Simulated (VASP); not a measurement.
A convergence study with VASP on CaO: one setting is varied, all else stays as given below, so the limit is that of these other settings.

```
CELL_PARAMETERS angstrom
      3.41139     0.00000     0.00000
     -3.41139     3.41139     0.00000
      0.00000     0.00000    21.23662
ATOMIC_POSITIONS crystal
  Ca 0.00000 0.00000 0.44321
  Ca 0.00000 0.50000 0.32962
  Ca 0.00000 0.00000 0.67038
  Ca 0.00000 0.50000 0.55679
  O  0.00000 0.00000 0.32962
  O  0.00000 0.50000 0.44321
  O  0.00000 0.00000 0.55679
  O  0.00000 0.50000 0.67038
```

Computed with PBE GGA, VASP's PBE PAW potentials (set 64) (plane waves; VASP). The tightest run used: 800 eV cut-off, 9×9×1 Γ-centred mesh, Fermi-Dirac smearing of 0.020 eV, potentials Ca_sv O.

Gaps are read on the run's mesh, which can miss a band edge.

Q: The settings run are ENCUT = 200; ENCUT = 240; ENCUT = 280; ENCUT = 340; ENCUT = 480; ENCUT = 600; ENCUT = 800. From which on does the energy per atom stay within 0.01 eV/atom of the tightest run?

A: From ENCUT = 480 on: it is off by 0.0026 there and by no more than 0.01 in any finer run, while ENCUT = 340 is off by 0.0289.
```tsv
setting	E (eV/atom)	gap on the mesh (eV)	plane waves	difference judged (eV/atom)
ENCUT = 200	-6.4083	2.883	1622	0.1188
ENCUT = 240	-6.4733	2.997	2108	0.1838
ENCUT = 280	-6.3603	2.983	2693	0.0709
ENCUT = 340	-6.3183	2.924	3544	0.0289
ENCUT = 480	-6.2869	2.909	5950	0.0026
ENCUT = 600	-6.2877	2.909	8314	0.0017
ENCUT = 800	-6.2895	2.911	12756	0.0000
```

Left out are rungs that failed or repeat a setting and relaxations that didn't move; long series are thinned to 24 rows.

The cell is a sheet or thin cut with vacuum, built from a generated structure.
